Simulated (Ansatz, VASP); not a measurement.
## Two plane-wave programs on Ag3TeH

INCAR

```
SYSTEM = Ag3TeH
  PREC = Accurate
  ENCUT = 520
  EDIFF = 1E-7
  ISMEAR = 0
  SIGMA = 0.05
  LREAL = .False.
  LASPH = .True.
  NELM = 80
  ALGO = Normal
  ISIF = 2
  LWAVE = .False.
  LCHARG = .False.
  GGA = PE
  NBANDS = 28
```

File KPOINTS:

```
Automatic mesh
0
Gamma
  4 4 4
  0 0 0
```

POSCAR

```
Ag3TeH
1.0
    4.8608866779      0.0000000000      0.0000000000
    0.0000000000      4.8608866779      0.0000000000
    0.0000000000      0.0000000000      4.8608866779
Te H Ag
1 1 3
Direct
    0.0000000000      0.0000000000      0.0000000000
    0.5000000000      0.5000000000      0.5000000000
    0.5000000000      0.5000000000      0.0000000000
    0.5000000000      0.0000000000      0.5000000000
    0.0000000000      0.5000000000      0.5000000000
```

Input for Ansatz:

```yaml
crystal:
  lattice:
    - [4.8608866779, 0.0, 0.0]
    - [0.0, 4.8608866779, 0.0]
    - [0.0, 0.0, 4.8608866779]
  atoms:
    - { symbol: Te, position: [0.0, 0.0, 0.0] }
    - { symbol: H, position: [0.5, 0.5, 0.5] }
    - { symbol: Ag, position: [0.5, 0.5, 0.0] }
    - { symbol: Ag, position: [0.5, 0.0, 0.5] }
    - { symbol: Ag, position: [0.0, 0.5, 0.5] }
basis:
  ecutwfc: 420
kpoints:
  mp_grid: { grid: [4, 4, 4] }
hamiltonian:
  xc: pbe
scf:
  occupations: { method: gaussian, width: 0.05 }
output:
  forces: true
  stress: true
  eigenvalues: true
```

The cell comes from a database or a generator and needn't be the stable form of this composition.

Alike in both runs: task single point; functional PBE; k mesh 4 × 4 × 4; occupations gaussian, width 0.05 eV; no spin polarisation.

|  | VASP | Ansatz |
| --- | --- | --- |
| version | VASP 6.6.1 | Ansatz 0.2.0 |
| potentials or method | VASP PAW PBE potentials, release 64 (Te, H, Ag) | scalar-relativistic, plane waves, PAW |
| plane-wave cutoff (eV) | 520 | 420 |
| valence electrons in the cell | 40 | 74 |

```csv
,VASP,Ansatz,Ansatz less VASP
gap on the k mesh at the Fermi level (eV),none,none,-
pressure (GPa),-9.3,-9.3,+0.04
```

A gap of «none» marks a metal or a gap that the smearing closes. The two sets of potentials don't hold the same shells in valence.

The runs have no spin-orbit coupling, so splittings on Te are missing.
